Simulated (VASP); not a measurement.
Energy against volume of Li2Se (antifluorite). Calculation: r2SCAN meta-GGA, VASP's PBE PAW potentials (set 64) (plane waves; VASP). Run with 520 eV cut-off, 8×8×8 Γ-centred mesh, Gaussian smearing of 0.050 eV, potentials Li_sv Se.

| V (Å³/atom) | E (eV/atom) |
|---|---|
| 16.737 | -7.80362 |
| 17.271 | -7.80969 |
| 17.806 | -7.81174 |
| 18.340 | -7.81009 |

Fit these four points and predict the energy of the run at 18.874 Å³/atom.

A cubic in V^(−2/3), the third-order Birch-Murnaghan form, passes through the four points with V0 = 17.83 Å³/atom and B0 = 37 GPa, and gives -7.8051 eV/atom there. The run gave -7.8055 eV/atom, -0.5 meV/atom from the fit; all five points give B0 = 35 GPa.

The compound is Li2Se in the antifluorite structure. It was relaxed first.
